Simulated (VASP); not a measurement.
OSZICAR of a VASP run on Ca:

File OSZICAR:
```
       N       E                     dE             d eps       ncg     rms          rms(c)
DAV:   1     0.270392904383E+04    0.27039E+04   -0.11671E+05  1304   0.129E+03
DAV:   2     0.151209857021E+03   -0.25527E+04   -0.25172E+04  1296   0.450E+02
DAV:   3    -0.272764195155E+02   -0.17849E+03   -0.17161E+03  1968   0.856E+01
DAV:   4    -0.566553156696E+02   -0.29379E+02   -0.28813E+02  2208   0.268E+01
DAV:   5    -0.599609917812E+02   -0.33057E+01   -0.32862E+01  1896   0.691E+00    0.123E+01
DAV:   6    -0.596027778559E+02    0.35821E+00   -0.16389E+00  1696   0.298E+00    0.680E+00
DAV:   7    -0.594573299923E+02    0.14545E+00   -0.47993E-01  1590   0.253E+00    0.778E-01
DAV:   8    -0.594506821728E+02    0.66478E-02   -0.60349E-02  1864   0.783E-01    0.621E-01
DAV:   9    -0.594510478900E+02   -0.36572E-03   -0.50987E-03  2016   0.145E-01    0.335E-01
DAV:  10    -0.594512571620E+02   -0.20927E-03   -0.29177E-03  1520   0.238E-01    0.305E-01
DAV:  11    -0.594511489400E+02    0.10822E-03   -0.66399E-04  1560   0.116E-01    0.367E-02
DAV:  12    -0.594511485725E+02    0.36753E-06   -0.30271E-05  1976   0.137E-02    0.190E-02
DAV:  13    -0.594511484087E+02    0.16374E-06   -0.35917E-06  1816   0.578E-03    0.353E-04
DAV:  14    -0.594511484090E+02   -0.30923E-09   -0.15403E-07  1056   0.126E-03
   1 F= -.59451148E+02 E0= -.59429282E+02  d E =-.655999E-01
 Found     1 degrees of freedom:
       N       E                     dE             d eps       ncg     rms          rms(c)
DAV:   1    -0.594494430697E+02    0.17053E-02   -0.83603E-01  2040   0.244E+00    0.187E-01
DAV:   2    -0.594508664658E+02   -0.14234E-02   -0.19601E-02  2240   0.419E-01    0.736E-02
DAV:   3    -0.594508960427E+02   -0.29577E-04   -0.93343E-04  2960   0.632E-02    0.285E-02
DAV:   4    -0.594508945489E+02    0.14938E-05   -0.35382E-05  2608   0.180E-02    0.110E-02
DAV:   5    -0.594508943990E+02    0.14990E-06   -0.41390E-06  3360   0.649E-03    0.412E-03
DAV:   6    -0.594508944494E+02   -0.50390E-07   -0.12863E-06  3536   0.317E-03    0.132E-03
DAV:   7    -0.594508944219E+02    0.27496E-07   -0.12499E-07  1624   0.103E-03
   2 F= -.59450894E+02 E0= -.59429029E+02  d E =-.655977E-01
       N       E                     dE             d eps       ncg     rms          rms(c)
DAV:   1    -0.594457899375E+02    0.51045E-02   -0.29762E+00  1948   0.508E+00    0.362E-01
DAV:   2    -0.594507945432E+02   -0.50046E-02   -0.70052E-02  2168   0.789E-01    0.146E-01
DAV:   3    -0.594509032025E+02   -0.10866E-03   -0.33955E-03  3032   0.123E-01    0.574E-02
DAV:   4    -0.594508950927E+02    0.81098E-05   -0.14060E-04  2504   0.375E-02    0.213E-02
DAV:   5    -0.594508941930E+02    0.89972E-06   -0.19004E-05  3176   0.146E-02    0.776E-03
DAV:   6    -0.594508944893E+02   -0.29636E-06   -0.61831E-06  3576   0.626E-03    0.236E-03
DAV:   7    -0.594508944189E+02    0.70435E-07   -0.61311E-07  2632   0.219E-03
   3 F= -.59450894E+02 E0= -.59429029E+02  d E =-.655977E-01
```

Question: Which electronic solver shows in the log?

Answer: It is blocked Davidson (ALGO = Normal, or the opening steps of other solvers). The INCAR had ALGO = Normal.

Question: Can the final energy be trusted as converged?

Answer: Self-consistency was reached. It stopped with EDIFF = 1E-7, NELM = 100 (LDA (Ceperley-Alder, Perdew-Zunger), plane waves, VASP's LDA PAW potentials (set 64)).

The cell is a supercell, built from Ca (fcc).
